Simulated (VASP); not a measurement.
Wanted: the native input for a VASP 6.6.1 run.

```
Task                   : relaxation of cell and atoms
Functional             : PBEsol
Potentials or basis    : VASP PAW PBE potentials, release 64 (Si, Ge_d, O)
Cutoff                 : 600 eV
k mesh                 : 8 × 7 × 7
Occupations            : gaussian, width 0.02 eV
Spin                   : no spin polarisation
Further INCAR settings : ALGO = Normal; EDIFF = 1e-07; IBRION = 2; EDIFFG = -0.01; NSW = 40; ISIF = 3
```

The structure of Si3GeO8 lies in POSCAR:

```
Si3GeO8
1.0
    4.2136658700      0.0000000000      0.0000000000
    0.0000000000      4.2136658700      2.7469412100
    0.0000000000     -4.2136658700      2.7469412100
Si Ge O
3 1 8
Direct
    0.5000000000      0.0000000000      0.5000000000
    0.5000000000      0.5000000000      0.0000000000
    0.0000000000      0.0000000000      0.0000000000
    0.0000000000      0.5000000000      0.5000000000
    0.6942292300      0.3471146200      0.6528853900
    0.6942292300      0.8471146200      0.1528853800
    0.8057707700      0.3471146200      0.1528853800
    0.8057707700      0.8471146200      0.6528853900
    0.3057707700      0.1528853900      0.8471146200
    0.3057707700      0.6528853900      0.3471146100
    0.1942292300      0.1528853800      0.3471146200
    0.1942292300      0.6528853900      0.8471146200
```

The cell comes from a database or a generator and needn't be the stable form of this composition.

These files were run (other wordings do the same):

INCAR

```
PREC = Accurate
ENCUT = 600
EDIFF = 1E-7
ISMEAR = 0
SIGMA = 0.02
LREAL = F
LASPH = T
NELM = 100
ALGO = Normal
ISIF = 3
LWAVE = F
LCHARG = F
GGA = PS
IBRION = 2
NSW = 40
EDIFFG = -0.01
KPAR = 4
```

KPOINTS

```
Automatic mesh
0
Gamma
  8 7 7
```

Potentials or basis: VASP PAW PBE potentials, release 64 (Si, Ge_d, O).

Command:

```sh
$ cat potpaw_PBE.64/Si/POTCAR potpaw_PBE.64/Ge_d/POTCAR potpaw_PBE.64/O/POTCAR > POTCAR
$ mpirun -np 4 vasp_std > vasp.out
```

Results of the run:

The relaxed volume is 8.23 Å³/atom and the relaxed cell is a = 4.252 Å, b = 5.049 Å, c = 5.049 Å, α = 114.37°, β = 90.37°, γ = 89.63°. The space group after relaxing (to 0.05 Å) is C2/m (No. 12). The energy gained by relaxing is 38.4 meV/atom and the ionic steps are 12. The pressure after relaxing is 0.0 GPa, the largest force after relaxing is 0.008 eV/Å and the band gap on the k mesh is 3.86 eV, direct.

Caveat: the PAW data sets were made with another functional, which shifts forces and pressure a little; an odd mesh through Γ misses points on the zone boundary, where band edges often lie.

Run time: 7.6 min on 4 MPI ranks on Intel(R) Xeon(R) 6975P-C (Granite Rapids), on a shared host, peak memory 0.58 GiB a rank.
